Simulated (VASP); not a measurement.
Here is the system:

```
MgI2
1.0
    2.08978    -3.61961     0.00000
    2.08978     3.61961     0.00000
    0.00000     0.00000     7.15454
Mg I
1 2
Cartesian
  0.00000   0.00000   0.00000
  2.08978   1.20654   1.66586
  2.08978  -1.20654   5.48868
```

Method: r2SCAN meta-GGA, VASP's PBE PAW potentials (set 64) (plane waves; VASP 6.6.1). Run with 480 eV cut-off, 6×6×4 Γ-centred mesh, Gaussian smearing of 0.050 eV, potentials Mg I.

Unless said otherwise, spin-orbit coupling is left out, though it shifts the bands of the heavy elements here.

Each row applies one change to this cell, which was relaxed at other settings and keeps the small stress of the first row; at a fixed cut-off the stress holds a Pulay part, so it need not integrate to ΔE exactly. Stress is in GPa, positive when the cell is compressed; gaps are those on the k-mesh, and 0.00 means metallic.

```tsv
change	ΔE (meV/atom)	σxx	σyy	σzz	largest shear component, with its sign (GPa)	largest force (eV/Å)	gap (eV)
none	0.0	0.03	0.03	-0.01	0.00	0.009	4.21
shear strain γ_yz = -1.0 %	0.2	0.03	0.02	-0.03	0.15	0.030	4.19
atom 3 (I) moved by -0.075 Å along x	1.4	0.05	0.03	0.01	-0.31	0.114	4.14
shear strain γ_xy = +0.5 %	0.0	0.02	0.02	-0.03	-0.08	0.011	4.19
isotropic strain of -3.0 %	(withheld)	(withheld)	(withheld)	(withheld)	(withheld)	(withheld)	(withheld)
biaxial strain of -0.5 % in the xy plane	0.5	0.40	0.40	0.17	0.00	0.027	4.21
shear strain γ_xy = +1.5 %	0.4	0.02	0.03	-0.03	-0.25	0.011	4.14
biaxial strain of +1.5 % in the xy plane	(withheld)	(withheld)	(withheld)	(withheld)	(withheld)	(withheld)	(withheld)
```

Complete the blanks.

- isotropic strain of -3.0 %, ΔE (meV/atom): 30.5
- isotropic strain of -3.0 %, σxx: 3.46
- isotropic strain of -3.0 %, σyy: 3.46
- isotropic strain of -3.0 %, σzz: 3.09
- isotropic strain of -3.0 %, largest shear component, with its sign (GPa): 0.00
- isotropic strain of -3.0 %, largest force (eV/Å): 0.514
- isotropic strain of -3.0 %, gap (eV): 4.25
- biaxial strain of +1.5 % in the xy plane, ΔE (meV/atom): 3.3
- biaxial strain of +1.5 % in the xy plane, σxx: -1.00
- biaxial strain of +1.5 % in the xy plane, σyy: -1.00
- biaxial strain of +1.5 % in the xy plane, σzz: -0.53
- biaxial strain of +1.5 % in the xy plane, largest shear component, with its sign (GPa): 0.00
- biaxial strain of +1.5 % in the xy plane, largest force (eV/Å): 0.110
- biaxial strain of +1.5 % in the xy plane, gap (eV): 4.15

Failed runs are left out, and for metals the shear rows, which the mesh's noise covers.

The compound is MgI2 in the 1T layered structure.
